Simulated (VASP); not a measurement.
Here is the system:

```
Nb
1.0
   -1.59869     1.59869     1.59869
    1.59869    -1.59869     1.59869
    1.59869     1.59869    -1.59869
Nb
1
Cartesian
  0.00000   0.00000   0.00000
```

Calculation: PBE GGA with D3 dispersion (Becke-Johnson damping), VASP's PBE PAW potentials (set 64) (plane waves; VASP). Numerical set-up: 520 eV cut-off, 16×16×16 Γ-centred mesh, first-order Methfessel-Paxton smearing of 0.10 eV, potentials Nb_sv.

Task: Give the stress tensor in GPa (positive for a compressed cell).

Result: 
```
12.85   0.00   0.00
 0.00  12.85   0.00
 0.00   0.00  12.85
```
The pressure is its mean diagonal, 12.85 GPa.

The compound is Nb in the bcc structure. This cell is one point of a volume scan, at 0.94 of the reference volume.
